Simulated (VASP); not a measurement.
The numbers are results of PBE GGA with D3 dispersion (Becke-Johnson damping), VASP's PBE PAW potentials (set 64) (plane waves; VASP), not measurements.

VASP input:

**KPOINTS**
```
K-points
0
gamma
 13 13 13
0 0 0
```

POSCAR:
```
Pb
1
    0.0000000000     2.4750000000     2.4750000000
    2.4750000000     0.0000000000     2.4750000000
    2.4750000000     2.4750000000     0.0000000000
Pb
1
Direct
  0.0000000000   0.0000000000   0.0000000000
```

INCAR:
```
SYSTEM = Pb
LASPH = T
ISIF = 2
SIGMA = 0.1
LWAVE = F
LMAXMIX = 4   ! l cut-off of mixed one-centre charges
GGA = PE   ! PBE
ALGO = Normal   ! blocked Davidson
EDIFF = 1E-7   ! SCF stop (eV)
ISMEAR = 1   ! Methfessel-Paxton
LCHARG = F
IVDW = 12   ! D3, Becke-Johnson
ENCUT = 520   ! plane-wave cut-off (eV)
NELM = 100
PREC = Accurate
LREAL = F   ! projection in real space or not
```

POTCAR, in this order: Pb_d (PBE.64 set). Program: vasp_std.

Unless said otherwise, spin-orbit coupling is left out, though it shifts the bands of the heavy elements here.

Estimate the energy per atom (σ→0), dispersion energy, band gap (on the k-mesh).

```
Quantity                                                    Result
------------------------  ----------------------------------------
energy per atom (σ→0)                               -3.959 eV/atom
dispersion energy                                        -0.410 eV
band gap (on the k-mesh)  none (metal, semimetal or under 0.01 eV)
```

File OSZICAR:
```
...
DAV:   5    -0.356090132900E+01   -0.51071E-02   -0.51070E-02  2344   0.262E+00    0.529E-01
DAV:   6    -0.355177545779E+01    0.91259E-02   -0.15425E-02  2265   0.235E+00    0.264E-01
DAV:   7    -0.354957094422E+01    0.22045E-02   -0.66513E-03  2199   0.149E+00    0.890E-02
DAV:   8    -0.354951705073E+01    0.53893E-04   -0.40792E-04  2184   0.388E-01    0.106E-02
DAV:   9    -0.354951276699E+01    0.42837E-05   -0.11751E-05  2363   0.661E-02    0.520E-03
DAV:  10    -0.354951145845E+01    0.13085E-05   -0.12037E-06  2021   0.128E-02    0.374E-04
DAV:  11    -0.354951147574E+01   -0.17293E-07   -0.44121E-08  1206   0.355E-03
   1 F= -.39591826E+01 E0= -.39592492E+01  d E =0.199839E-03
```

The compound is Pb in the fcc structure. The cell was not relaxed at this level.
